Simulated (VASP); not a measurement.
Output of a VASP run:

OSZICAR:
```
...
DAV:   4    -0.174497586652E+02   -0.16564E-01   -0.16563E-01   328   0.313E+00
DAV:   5    -0.174498201738E+02   -0.61509E-04   -0.61746E-04   312   0.180E-01    0.600E+00
DAV:   6    -0.170053174963E+02    0.44450E+00   -0.16641E-01   288   0.245E+00    0.406E+00
DAV:   7    -0.159274877106E+02    0.10778E+01   -0.16145E-01   264   0.298E+00    0.321E-01
DAV:   8    -0.165671165346E+02   -0.63963E+00   -0.18244E-01   264   0.288E+00    0.346E-01
DAV:   9    -0.165043506906E+02    0.62766E-01   -0.98182E-03   264   0.686E-01    0.230E-01
DAV:  10    -0.161609091597E+02    0.34344E+00   -0.43312E-02   208   0.169E+00    0.583E-02
DAV:  11    -0.161529737097E+02    0.79355E-02   -0.20891E-02   208   0.137E+00    0.686E-02
DAV:  12    -0.161055641337E+02    0.47410E-01   -0.16149E-02   208   0.130E+00    0.732E-02
DAV:  13    -0.160773147164E+02    0.28249E-01   -0.10549E-02   240   0.590E-01    0.734E-02
DAV:  14    -0.160692874275E+02    0.80273E-02   -0.45203E-04   232   0.166E-01    0.548E-02
DAV:  15    -0.160851610659E+02   -0.15874E-01   -0.15922E-03   248   0.343E-01    0.281E-02
DAV:  16    -0.161002146874E+02   -0.15054E-01   -0.41002E-03   240   0.585E-01    0.316E-02
DAV:  17    -0.161012412584E+02   -0.10266E-02   -0.24522E-04   264   0.143E-01    0.274E-02
DAV:  18    -0.161033989297E+02   -0.21577E-02   -0.29603E-04   272   0.201E-01    0.119E-02
DAV:  19    -0.161091168881E+02   -0.57180E-02   -0.75054E-03   208   0.676E-01    0.177E-02
DAV:  20    -0.161095021523E+02   -0.38526E-03   -0.32316E-04   232   0.259E-01    0.142E-02
DAV:  21    -0.161059529066E+02    0.35492E-02   -0.17071E-04   192   0.150E-01    0.121E-02
DAV:  22    -0.161069187826E+02   -0.96588E-03   -0.23139E-04   208   0.212E-01    0.824E-03
DAV:  23    -0.161071551394E+02   -0.23636E-03   -0.49559E-04   192   0.300E-01    0.603E-03
DAV:  24    -0.161065092747E+02    0.64586E-03   -0.28118E-04   192   0.221E-01    0.542E-03
DAV:  25    -0.161076043998E+02   -0.10951E-02   -0.11396E-04   208   0.140E-01    0.443E-03
DAV:  26    -0.161088176481E+02   -0.12132E-02   -0.48140E-04   192   0.213E-01    0.566E-03
DAV:  27    -0.161088547509E+02   -0.37103E-04   -0.11238E-05   256   0.432E-02    0.470E-03
DAV:  28    -0.161089337882E+02   -0.79037E-04   -0.74558E-06   192   0.325E-02    0.428E-03
DAV:  29    -0.161089953759E+02   -0.61588E-04   -0.64927E-06   240   0.262E-02    0.222E-03
DAV:  30    -0.161090375470E+02   -0.42171E-04   -0.15512E-05   192   0.335E-02    0.209E-03
DAV:  31    -0.161090502674E+02   -0.12720E-04   -0.15180E-06   216   0.138E-02    0.145E-03
DAV:  32    -0.161090479527E+02    0.23147E-05   -0.14783E-06   208   0.116E-02    0.106E-03
DAV:  33    -0.161090437944E+02    0.41583E-05   -0.15319E-06   192   0.129E-02    0.344E-04
DAV:  34    -0.161090481694E+02   -0.43751E-05   -0.54836E-07   192   0.908E-03    0.428E-04
DAV:  35    -0.161090505407E+02   -0.23713E-05   -0.35915E-07   192   0.678E-03    0.402E-04
DAV:  36    -0.161090509327E+02   -0.39199E-06   -0.18516E-07   280   0.448E-03    0.918E-05
DAV:  37    -0.161090509010E+02    0.31682E-07   -0.22260E-08   248   0.196E-03
   1 F= -.16109051E+02 E0= -.16109051E+02  d E =0.000000E+00
       N       E                     dE             ncg
       N       E                     dE             ncg
       N       E                     dE             ncg
       N       E                     dE             ncg
       N       E                     dE             ncg
```

File OUTCAR:
```
------------------------ aborting loop because EDIFF is reached ----------------------------------------
  FORCE on cell =-STRESS in cart. coord.  units (eV):
  Direction    XX          YY          ZZ          XY          YZ          ZX
  --------------------------------------------------------------------------------------
  Total        0.0148246      0.0148246     -0.0025990      0.0000000      0.0000000      0.0000000
  in kB        0.1159355      0.1159355     -0.0203252      0.0000000      0.0000000      0.0000000
  external PRESSURE =       0.0705153 kB  Pullay stress =       0.0000000 kB
  volume of cell :      204.87
      direct lattice vectors                 reciprocal lattice vectors
     3.879068759  0.000000015  0.000000000     0.257793831  0.148837307  0.000000000
    -1.939533862  3.359371890  0.000000000    -0.000000001  0.297674693  0.000000000
     0.000000000  0.000000000 15.721438408     0.000000000  0.000000000  0.063607411
 POSITION                                       TOTAL-FORCE (eV/Angst)
 -----------------------------------------------------------------------------------
      0.00000      0.00000      7.86072         0.000000      0.000000      0.000000
      1.93954      1.11979      7.86072        -0.000000     -0.000000      0.000000
 -----------------------------------------------------------------------------------
    total drift:                               -0.000028      0.000016     -0.000000
  FREE ENERGIE OF THE ION-ELECTRON SYSTEM (eV)
  ---------------------------------------------------
  free  energy   TOTEN  =       -16.1090509010 eV

  energy  without entropy=      -16.1090509010  energy(sigma->0) =      -16.10905090

 total charge

# of ion       s       p       d       tot
------------------------------------------
    1        0.750   0.966   0.000   1.717
    2        0.750   0.966   0.000   1.717
--------------------------------------------------
tot          1.501   1.932   0.000   3.433
```
(Selected blocks of OUTCAR.)

**POSCAR**
```
Si
1
    3.8790687592     0.0000000151     0.0000000000
   -1.9395338621     3.3593718905     0.0000000000
    0.0000000000     0.0000000000    15.7214384085
Si
2
Direct
  0.0000000000   0.0000000000   0.5000000000
  0.6666670000   0.3333330000   0.5000000000
```

Question: Reconstruct the remaining input files.

Answer: Several could match; the one computed here: the input of the run itself, r2SCAN meta-GGA, plane waves, VASP's PBE PAW potentials (set 64).

INCAR:
```
SYSTEM = Si
PREC = Accurate
ENCUT = 400
EDIFF = 1E-7
NELM = 100
ALGO = Normal
LREAL = .FALSE.
LASPH = .TRUE.
ISMEAR = -5
METAGGA = R2SCAN
LMIXTAU = .TRUE.
LWAVE = .FALSE.
LCHARG = .FALSE.
LORBIT = 11
NEDOS = 601
ISIF = 2
```

KPOINTS:
```
Automatic mesh
0
Gamma
9 9 1
0 0 0
```

File KPOINTS_OPT:
```
k-points along high-symmetry lines
20
Line-mode
Reciprocal
  0.000000   0.000000   0.000000 ! GAMMA
  0.500000   0.000000   0.000000 ! M

  0.500000   0.000000   0.000000 ! M
  0.333333   0.333333   0.000000 ! K

  0.333333   0.333333   0.000000 ! K
  0.000000   0.000000   0.000000 ! GAMMA
```

POTCAR, in this order: Si (PBE.64 set). Program: vasp_std.

The cell holds a wide vacuum, so values per volume refer to the whole cell. For a metal the tetrahedron method with Blöchl corrections gives inexact stress and forces.

The cell is a sheet with vacuum, built from a generated structure.
